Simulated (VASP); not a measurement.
VASP runs on NaCl (space group Fm-3m) share one base input (LDA (Ceperley-Alder, Perdew-Zunger), plane waves, VASP's LDA PAW potentials (set 64)) and change the settings named in each case.

**POSCAR**
```
NaCl
1.0
  0.0000000000   2.8566520000   2.8566520000
  2.8566520000   0.0000000000   2.8566520000
  2.8566520000   2.8566520000   0.0000000000
Na Cl
1 1
Cartesian
  0.0000000000   0.0000000000   0.0000000000
  2.8566520000   2.8566520000   2.8566520000
```

KPOINTS:
```
Automatic mesh
0
Gamma
10 10 10
0 0 0
```

**INCAR**
```
ALGO  =  Normal
EDIFF  =  1E-6
ENCUT  =  300
ISIF  =  2
ISMEAR  =  0
LASPH  =  .TRUE.
LCHARG  =  .FALSE.
LREAL  =  .FALSE.
LWAVE  =  .FALSE.
NELM  =  100
PREC  =  Accurate
SIGMA  =  0.01
SYSTEM  =  NaCl
```

POTCAR, in this order: Na_pv Cl (LDA.64 set). Program: vasp_std.

| change | E(σ→0) (eV/atom) | pressure (GPa) |
|---|---|---|
| base run | -3.6624 | -3.36 |
| IVDW = 10 (refused) | - | - |
| IVDW = 11 (refused) | - | - |
| GGA = RP, IVDW = 11, POTCAR Na_pv Cl (PBE.64 set) | -3.5845 | 0.54 |
| IVDW = 12 (refused) | - | - |
| GGA = RP, IVDW = 12, POTCAR Na_pv Cl (PBE.64 set) | -4.0575 | -7.21 |
| IVDW = 13 (refused) | - | - |
| AEXX = 0.25, GGA = PE, HFSCREEN = 0.2, ISYM = 3, LHFCALC = .TRUE., PRECFOCK = Fast, KPOINTS 6×6×6 Γ-centred mesh, POTCAR Na_pv Cl (PBE.64 set) | -3.9449 | -0.95 |
| GGA = PE, KPOINTS 6×6×6 Γ-centred mesh, POTCAR Na_pv Cl (PBE.64 set) | -3.3889 | -0.47 |
| AEXX = 0.25, GGA = PE, HFSCREEN = 0.2, ISYM = 3, LHFCALC = .TRUE., PRECFOCK = Fast, KPOINTS 7×7×7 Γ-centred mesh, POTCAR Na_pv Cl (PBE.64 set) | -3.9448 | -0.95 |
| GGA = PE, KPOINTS 7×7×7 Γ-centred mesh, POTCAR Na_pv Cl (PBE.64 set) | -3.3889 | -0.47 |
| AEXX = 0.25, GGA = PE, HFSCREEN = 0.2, ISYM = 3, LHFCALC = .TRUE., PRECFOCK = Fast, KPOINTS 8×8×8 Γ-centred mesh, POTCAR Na_pv Cl (PBE.64 set) | -3.9449 | -0.95 |
| GGA = PE, KPOINTS 8×8×8 Γ-centred mesh, POTCAR Na_pv Cl (PBE.64 set) | -3.3889 | -0.47 |
 Energies of different potentials or functionals have different zeros.  At 300 eV the pressure can carry a Pulay error.

Left out are runs that ran out of time, are held back, or changed the cell or the kind of run, fixed moments of cells without a moment, rows past the twelfth, gaps on odd meshes, pressures of charged cells and columns that move by less than the noise.

The structure comes from a computed database's NaCl entry; how it stands against other phases isn't given here. The cell was not relaxed at this level, its lattice was scaled by up to 2.5 %.
